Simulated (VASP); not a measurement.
A convergence study with VASP on Cu (fcc): one setting is varied, all else stays as given below, so the limit is that of these other settings. Each run relaxes cell and ions from the cell shown.

```xyz
1
Lattice="0.0000 1.8050 1.8050 1.8050 0.0000 1.8050 1.8050 1.8050 0.0000" Properties=species:S:1:pos:R:3 pbc="T T T"
Cu     0.0000     0.0000     0.0000
```

These are LDA (Ceperley-Alder, Perdew-Zunger), VASP's LDA PAW potentials (set 64) (plane waves; VASP) values and carry that method's errors. The tightest run used: 550 eV cut-off, 22×22×22 Γ-centred mesh, first-order Methfessel-Paxton smearing of 0.10 eV, potentials Cu.

```csv
setting,relaxed volume (Å³/atom),E (eV/atom),irreducible k-points
2×2×2 mesh,13.022,-2.6657,3
3×3×3 mesh,10.673,-5.0674,4
4×4×4 mesh,11.075,-4.5291,8
5×5×5 mesh,10.898,-4.8125,10
6×6×6 mesh,11.030,-4.6364,16
7×7×7 mesh,10.934,-4.7500,20
8×8×8 mesh,11.008,-4.6707,29
```

**Question.** These are the cheaper rows. Estimate the results at 22×22×22 mesh, and how far the last row shown lies from them.

**Answer.** 
| quantity | tightest run | last row shown is off by |
|---|---|---|
| relaxed volume (Å³/atom) | 10.947 | 0.061 |
| E (eV/atom) | -4.7091 | 0.0384 |

Left out are rungs that failed or repeat a setting and relaxations that didn't move; long series are thinned to 24 rows.

The compound is Cu in the fcc structure.
